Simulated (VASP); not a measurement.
VCr2Si2, 10 atoms in the cell. The structure is orthorhombic, space group Cmcm (No. 63). Conventional cell: a = 3.158 Å, b = 10.272 Å, c = 7.744 Å, α = 90.00°, β = 90.00°, γ = 90.00°. Cr (site symmetry m) is surrounded by 4 Si at 2.21 to 2.41 Å. Around V (site symmetry m2m) lie 4 Si at 2.16 to 2.21 Å. Si (site symmetry m2m) is surrounded by 2 V at 2.21 Å and 4 Cr at 2.41 Å. Si (site symmetry 2/m) has 2 V at 2.16 Å and 4 Cr at 2.21 Å as nearest neighbours. The cell was built by a generator and needn't be a form met in nature.

- Program: VASP 6.6.1
- Task: single point
- Functional: PBE
- Potentials or basis: VASP PAW PBE potentials, release 64 (Cr_pv, V_sv, Si)
- Cutoff: 520 eV
- k mesh: 6 × 6 × 3
- Occupations: gaussian, width 0.1595 eV
- Spin: no spin polarisation
- Dipole correction: no
- Further INCAR settings: ALGO = Fast; EDIFF = 1e-06; NBANDS = 56

Potentials or basis: VASP PAW PBE potentials, release 64 (Cr_pv, V_sv, Si).

Run with:

```bash
$ cat potpaw_PBE.64/Cr_pv/POTCAR potpaw_PBE.64/V_sv/POTCAR potpaw_PBE.64/Si/POTCAR > POTCAR
$ mpirun -np 1 vasp_std > vasp.out
```

Hardware: 1 thread of Intel(R) Xeon(R) Platinum 8259CL CPU @ 2.50GHz (Skylake/Cascade Lake), with other jobs on the host.

Question: Estimate the wall time of this run.

Answer: Wall time 4.8 min on 1 thread of Intel(R) Xeon(R) Platinum 8259CL CPU @ 2.50GHz (Skylake/Cascade Lake), on a shared host, peak memory 0.32 GiB. Counts: scf iterations 20, k points 26.
